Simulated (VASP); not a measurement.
A convergence study with VASP on CuCl (zinc blende): one setting is varied, all else stays as given below, so the limit is that of these other settings. Each run relaxes cell and ions from the cell shown. The basis is that of the starting cell, so low cut-offs carry a Pulay error.

```yaml
crystal:
  lattice:
    - [0.00000, 2.70500, 2.70500]
    - [2.70500, 0.00000, 2.70500]
    - [2.70500, 2.70500, 0.00000]
  atoms:
    - { symbol: Cu, position: [0.00000, 0.00000, 0.00000] }
    - { symbol: Cl, position: [0.25000, 0.25000, 0.25000] }
```

The numbers are results of PBE GGA, VASP's PBE PAW potentials (set 64) (plane waves; VASP), not measurements. The tightest run used: 700 eV cut-off, 7×7×7 Γ-centred mesh, Gaussian smearing of 0.050 eV, potentials Cu Cl.

Gaps are read on the run's mesh, which can miss a band edge.

Question: The settings run are ENCUT = 250; ENCUT = 300; ENCUT = 350; ENCUT = 400; ENCUT = 450; ENCUT = 500; ENCUT = 550; ENCUT = 600; ENCUT = 650; ENCUT = 700. From which on does the relaxed volume stay within 0.02 Å³/atom of the tightest run?

Answer: From ENCUT = 550 on: it is off by 0.001 there and by no more than 0.02 in any finer run, while ENCUT = 500 is off by 0.039.
```json
[
 {"setting": "ENCUT = 250", "relaxed volume (Å³/atom)": "17.928", "E (eV/atom)": "-3.1976", "gap on the mesh (eV)": "0.757", "plane waves": "363", "difference judged (Å³/atom)": "2.078"},
 {"setting": "ENCUT = 300", "relaxed volume (Å³/atom)": "19.657", "E (eV/atom)": "-3.1690", "gap on the mesh (eV)": "0.550", "plane waves": "489", "difference judged (Å³/atom)": "0.349"},
 {"setting": "ENCUT = 350", "relaxed volume (Å³/atom)": "19.972", "E (eV/atom)": "-3.1720", "gap on the mesh (eV)": "0.521", "plane waves": "609", "difference judged (Å³/atom)": "0.035"},
 {"setting": "ENCUT = 400", "relaxed volume (Å³/atom)": "19.865", "E (eV/atom)": "-3.1708", "gap on the mesh (eV)": "0.535", "plane waves": "726", "difference judged (Å³/atom)": "0.141"},
 {"setting": "ENCUT = 450", "relaxed volume (Å³/atom)": "19.883", "E (eV/atom)": "-3.1705", "gap on the mesh (eV)": "0.536", "plane waves": "881", "difference judged (Å³/atom)": "0.123"},
 {"setting": "ENCUT = 500", "relaxed volume (Å³/atom)": "19.967", "E (eV/atom)": "-3.1710", "gap on the mesh (eV)": "0.530", "plane waves": "1014", "difference judged (Å³/atom)": "0.039"},
 {"setting": "ENCUT = 550", "relaxed volume (Å³/atom)": "20.008", "E (eV/atom)": "-3.1714", "gap on the mesh (eV)": "0.526", "plane waves": "1211", "difference judged (Å³/atom)": "0.001"},
 {"setting": "ENCUT = 600", "relaxed volume (Å³/atom)": "20.013", "E (eV/atom)": "-3.1714", "gap on the mesh (eV)": "0.526", "plane waves": "1363", "difference judged (Å³/atom)": "0.007"},
 {"setting": "ENCUT = 650", "relaxed volume (Å³/atom)": "20.007", "E (eV/atom)": "-3.1713", "gap on the mesh (eV)": "0.527", "plane waves": "1500", "difference judged (Å³/atom)": "0.001"},
 {"setting": "ENCUT = 700", "relaxed volume (Å³/atom)": "20.006", "E (eV/atom)": "-3.1713", "gap on the mesh (eV)": "0.527", "plane waves": "1687", "difference judged (Å³/atom)": "0.000"}
]
```

Left out are rungs that failed or repeat a setting and relaxations that didn't move; long series are thinned to 24 rows.

The compound is CuCl in the zinc blende structure.
